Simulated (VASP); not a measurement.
Here is the system:

```
CELL_PARAMETERS angstrom
     -2.92280     2.92280     1.58772
      2.92280    -2.92280     1.58772
      2.92280     2.92280    -1.58772
ATOMIC_POSITIONS crystal
  Sn 0.25000 0.75000 0.50000
  Sn 0.00000 0.00000 0.00000
```

Level of theory: r2SCAN+rVV10, VASP's PBE PAW potentials (set 64) (plane waves; VASP 6.6.1). Settings: 520 eV cut-off, 15×15×15 Γ-centred mesh, tetrahedra with Blöchl corrections, potentials Sn_d.

Problem. Give the energies of bands 11 to 17 at the high-symmetry points, in eV from the Fermi level.

Solution. 
```csv
band,Γ,X,M,Z,P,N
11,-11.67,-9.31,-7.88,-6.72,-6.16,-7.17
12,-3.67,-9.31,-7.88,-5.78,-6.16,-5.62
13,-2.17,0.54,-5.05,-3.21,-3.75,-2.33
14,-2.17,0.54,-5.05,-3.08,-3.75,-1.88
15,3.32,1.78,5.41,-3.08,3.70,-1.26
16,6.54,1.78,5.41,3.34,3.70,2.50
17,6.54,6.47,9.93,5.92,4.26,3.03
```

It has no gap at this level: it comes out as a metal or semimetal.

The compound is Sn in the beta structure. It was relaxed first.
